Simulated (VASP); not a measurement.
Method: PBEsol GGA, VASP's PBE PAW potentials (set 64) (plane waves; VASP).

VASP input:

POSCAR:
```
Rb
1
   -2.7874384333     2.7874384333     2.7874384333
    2.7874384333    -2.7874384333     2.7874384333
    2.7874384333     2.7874384333    -2.7874384333
Rb
1
Direct
  0.0000000000   0.0000000000   0.0000000000
```

INCAR:
```
ALGO=Normal
EDIFF=1E-7
ENCUT=400
GGA=PS
ISIF=2
ISMEAR=-5
LASPH=.TRUE.
LCHARG=.TRUE.
LMAXMIX=4
LORBIT=11
LREAL=.FALSE.
LWAVE=.FALSE.
NEDOS=601
NELM=100
PREC=Accurate
SYSTEM=Rb
```

KPOINTS:
```
Automatic mesh
0
Gamma
10 10 10
0 0 0
```

POTCAR, in this order: Rb_sv (PBE.64 set). Program: vasp_std.

What VASP printed:

**OSZICAR**
```
       N       E                     dE             d eps       ncg     rms          rms(c)
DAV:   1     0.376058566262E+02    0.37606E+02   -0.29763E+03   752   0.668E+02
DAV:   2     0.922906936084E+00   -0.36683E+02   -0.36447E+02   800   0.133E+02
DAV:   3    -0.967865072201E+00   -0.18908E+01   -0.18898E+01  1000   0.327E+01
DAV:   4    -0.102447700354E+01   -0.56612E-01   -0.56527E-01  1192   0.457E+00
DAV:   5    -0.102470304036E+01   -0.22604E-03   -0.22607E-03  1144   0.258E-01    0.113E+00
DAV:   6    -0.102415302306E+01    0.55002E-03   -0.23399E-03  1200   0.319E-01    0.686E-01
DAV:   7    -0.102432019867E+01   -0.16718E-03   -0.40799E-03  1072   0.429E-01    0.542E-02
DAV:   8    -0.102439449600E+01   -0.74297E-04   -0.14099E-04  1064   0.125E-01    0.168E-02
DAV:   9    -0.102440083519E+01   -0.63392E-05   -0.62788E-06  1184   0.230E-02    0.467E-03
DAV:  10    -0.102440049406E+01    0.34113E-06   -0.28876E-06  1200   0.113E-02    0.529E-04
DAV:  11    -0.102440050670E+01   -0.12641E-07   -0.58225E-08   912   0.197E-03
   1 F= -.10244005E+01 E0= -.10244005E+01  d E =0.000000E+00
```

**OUTCAR**
```
------------------------ aborting loop because EDIFF is reached ----------------------------------------
  FORCE on cell =-STRESS in cart. coord.  units (eV):
  Direction    XX          YY          ZZ          XY          YZ          ZX
  --------------------------------------------------------------------------------------
  Total       -0.0088034     -0.0088034     -0.0088034     -0.0000000     -0.0000000      0.0000000
  in kB       -0.1628112     -0.1628112     -0.1628112     -0.0000000     -0.0000000      0.0000000
  external PRESSURE =      -0.1628112 kB  Pullay stress =       0.0000000 kB
  volume of cell :       86.63
      direct lattice vectors                 reciprocal lattice vectors
    -2.787438433  2.787438433  2.787438433     0.000000000  0.179376159  0.179376159
     2.787438433 -2.787438433  2.787438433     0.179376159  0.000000000  0.179376159
     2.787438433  2.787438433 -2.787438433     0.179376159  0.179376159  0.000000000
 POSITION                                       TOTAL-FORCE (eV/Angst)
 -----------------------------------------------------------------------------------
      0.00000      0.00000      0.00000        -0.000000      0.000000     -0.000000
 -----------------------------------------------------------------------------------
    total drift:                                0.000000      0.000000     -0.000000
  FREE ENERGIE OF THE ION-ELECTRON SYSTEM (eV)
  ---------------------------------------------------
  free  energy   TOTEN  =        -1.0244005067 eV

  energy  without entropy=       -1.0244005067  energy(sigma->0) =       -1.02440051

 total charge

# of ion       s       p       d       tot
------------------------------------------
    1        1.963   5.327   0.006   7.295
```
(Selected blocks of OUTCAR.)

For a metal the tetrahedron method with Blöchl corrections gives inexact stress and forces.

The compound is Rb in the bcc structure. It was relaxed first.
